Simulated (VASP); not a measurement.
Data:

```
CELL_PARAMETERS angstrom
      0.01642     2.18877     2.18877
      2.20518     0.00000     2.20518
      2.18877     2.18877     0.01642
ATOMIC_POSITIONS crystal
  Al 0.00000 0.00000 0.00000
  N  0.25000 0.25000 0.25000
```

Method: PBEsol GGA, VASP's PBE PAW potentials (set 64) (plane waves; VASP). Settings: 600 eV cut-off, 10×10×10 Γ-centred mesh, Gaussian smearing of 0.050 eV, potentials Al N.

Question: What does the run give for the energy per atom (σ→0)?

Answer: 
```
Item                           Result
---------------------  --------------
energy per atom (σ→0)  -7.805 eV/atom
```

The absolute energy has meaning only against runs of the same code, potentials and settings.

The compound is AlN in the zinc blende structure, a metastable form; wurtzite is the usual one. This cell was strained or had an atom moved on purpose.
